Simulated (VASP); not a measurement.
Input:

```
CELL_PARAMETERS angstrom
      0.00000     2.61789     2.61789
      2.61789     0.00000     2.61789
      2.61789     2.61789     0.00000
ATOMIC_POSITIONS crystal
  Mg 0.00000 0.00000 0.00000
  Se 0.50000 0.50000 0.50000
```

Level of theory: PBEsol GGA, VASP's PBE PAW potentials (set 64) (plane waves; VASP). Settings: 500 eV cut-off, 9×9×9 Γ-centred mesh, Gaussian smearing of 0.050 eV, potentials Mg Se.

Energy and stress use the plane-wave basis of the starting cell.

Problem. The ions, cell shape and volume at an external pressure of 20.0 GPa are relaxed. Which structure does the run end with?

Solution. 
```
CELL_PARAMETERS angstrom
      0.00000     2.54820     2.54820
      2.54820     0.00000     2.54820
      2.54820     2.54820     0.00000
ATOMIC_POSITIONS crystal
  Mg 0.00000 0.00000 0.00000
  Se 0.50000 0.50000 0.50000
```
Space group Fm-3m (225), at a tolerance of 0.03 Å.

Problem. How do energy and volume change from the first to the last step?

Solution. The energy (σ→0) changes by +127.1 meV/atom and the volume by -7.8 %, in 3 ionic steps.

The structure was generated: MgSe was put into the rock salt type (Fm-3m), which need not be its known phase. This run relaxes it under an external pressure of 20 GPa. Symmetry was kept, so distortions that lower it aren't found.
